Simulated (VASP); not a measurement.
Consider the following.

```
AlZr2
1.0
   -3.40325     3.40325     2.67265
    3.40325    -3.40325     2.67265
    3.40325     3.40325    -2.67265
Zr Al
4 2
Cartesian
  1.03050   2.37274   0.00000
  2.37274   1.03050   2.67265
  4.43375   1.03050   0.00000
 -1.03050   2.37274   2.67265
  0.00000   0.00000   1.33633
  0.00000   0.00000   4.00898
```

Calculation: PBEsol GGA, VASP's PBE PAW potentials (set 64) (plane waves; VASP). Numerical set-up: 300 eV cut-off, 5×5×5 Γ-centred mesh, Gaussian smearing of 0.10 eV, potentials Zr_sv Al.

At this cut-off the stress carries a Pulay error, which pulls relaxed volumes low.

### Question
The ions, cell shape and volume are relaxed. Predict the relaxed structure.

### Answer

```
AlZr2
1.0
   -3.38445     3.38445     2.65948
    3.38445    -3.38445     2.65948
    3.38445     3.38445    -2.65948
Zr Al
4 2
Direct
  0.34867   0.15133   0.50000
  0.65133   0.84867   0.50000
  0.15133   0.65133   0.80265
  0.84867   0.34867   0.19735
  0.25000   0.25000   0.00000
  0.75000   0.75000   0.00000
```
Space group I4/mcm (140), at a tolerance of 0.03 Å.

### Question
How do energy and volume change from the first to the last step?

### Answer
The energy (σ→0) changes by -1.6 meV/atom and the volume by -1.6 %, in 5 ionic steps.

The structure comes from a computed database's Zr2Al entry (I4/mcm); how it stands against other phases isn't given here. This run relaxes it. Symmetry was kept, so distortions that lower it aren't found. The k-mesh is coarse (spacing up to 0.30 per Å, 2π included), so the numbers may not be converged in it. The run is one of a series of settings (EDIFFG = -0.01, IBRION = 2, ISIF = 3, NSW = 50 against the base run), some of them coarse on purpose.
